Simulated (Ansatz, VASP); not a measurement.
# TePd2S: VASP beside Ansatz

```
CELL_PARAMETERS angstrom
3.90148 0.00000 0.00000
-1.95074 3.37878 0.00000
0.00000 0.00000 5.61982
ATOMIC_POSITIONS crystal
Te 0.00000 0.00000 0.00000
Pd 0.66667 0.33333 0.74029
Pd 0.66667 0.33333 0.25971
S 0.33333 0.66667 0.50000
```

The cell comes from a database or a generator and needn't be the stable form of this composition.

Alike in both runs: task relaxation of cell and atoms; functional PBEsol; k mesh 12 × 12 × 8; occupations gaussian, width 0.1 eV; no spin polarisation.

```csv
,VASP,Ansatz
version,VASP 6.6.1,Ansatz 0.2.0
potentials or method,"VASP PAW PBE potentials, release 64 (Te, Pd, S)","scalar-relativistic, plane waves, PAW"
plane-wave cutoff (eV),600,420
valence electrons in the cell,32,58
```

```csv
,VASP,Ansatz,Ansatz less VASP
"gap on the k mesh at the Fermi level, each at its own relaxed structure (eV)",none,none,-
relaxed volume (Å³/atom),18.51,18.52,+0.007
relaxed cell length with the largest relative difference (Å),5.630,5.635,+0.0052
```

A gap of «none» marks a metal or a gap that the smearing closes. The two sets of potentials don't hold the same shells in valence.

Caveats: the PAW data sets were made with another functional, which shifts forces and pressure a little (VASP). Spin-orbit coupling is left out, which matters for the levels of Te.
